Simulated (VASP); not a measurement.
A run of VASP 6.6.1 is set up as follows.

The input INCAR:

```
PREC = Accurate
ENCUT = 520
EDIFF = 1E-7
ISMEAR = 0
SIGMA = 0.03
LREAL = False
LASPH = True
NELM = 100
ALGO = Normal
ISIF = 2
LWAVE = False
LCHARG = False
LDIPOL = True
IDIPOL = 3
DIPOL = 0.5 0.5 0.500
GGA = PS
IVDW = 12
NBANDS = 12
```

The input KPOINTS:

```
Automatic mesh
0
Gamma
  12 12 1
```

File POSCAR:

```
As
1.0
    3.6000000000      0.0000000000      0.0000000000
   -1.8000000000      3.1176914536      0.0000000000
    0.0000000000      0.0000000000     15.4000000000
As
2
Direct
    0.3333330000      0.6666670000      0.4545454545
    0.6666670000      0.3333330000      0.5454545455
```

Potentials or basis: VASP PAW PBE potentials, release 64 (As).

Run with:

```console
$ cat potpaw_PBE.64/As/POTCAR > POTCAR
$ mpirun -np 1 vasp_std > vasp.out
```

Question: Predict the largest force.

Answer: 0.244 eV/Å.

Question: What does it give for the band gap on the k mesh?

Answer: 1.54 eV, indirect (least direct gap 1.90 eV).

Forces on the atoms (eV/Å):
```
As   0.000  0.000  0.244
As   0.000  0.000 -0.244
```

Caveat: the PAW data sets were made with another functional, which shifts forces and pressure a little. A hybrid or GW would open this gap; PBEsol tends to underestimate it.
